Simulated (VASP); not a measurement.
Consider the following.

```yaml
crystal:
  lattice:
    - [0.00000, 2.71031, 2.71031]
    - [2.71031, 0.00000, 2.71031]
    - [2.71031, 2.71031, 0.00000]
  atoms:
    - { symbol: K, position: [0.00000, 0.00000, 0.00000] }
    - { symbol: F, position: [0.50000, 0.50000, 0.50000] }
```

The numbers are results of PBE GGA, VASP's PBE PAW potentials (set 64) (plane waves; VASP), not measurements. Run with 520 eV cut-off, Gaussian smearing of 0.050 eV, potentials K_sv F.

Problem. Give the energies of bands 6 to 10 at the high-symmetry points, in eV from the valence-band maximum.

Solution. 
```
band      Γ      X      U      L      W
----  -----  -----  -----  -----  -----
6      0.00  -0.23  -0.32  -0.75  -0.37
7      0.00  -0.07  -0.21  -0.31  -0.17
8      0.00  -0.07  -0.18  -0.31  -0.17
9      5.95   8.16   8.85   8.89   9.58
10    10.56  10.07  10.50  10.29   9.58
```

The gap is direct, 5.95 eV, from the valence maximum at Γ to the conduction minimum at Γ.

Measured: gap 10.90 eV (computed value off by -4.95 eV), as given by David Koller et al., Journal of Physics Condensed Matter (2013), arXiv:1304.4470.

The compound is KF in the rock salt structure. It was relaxed first.
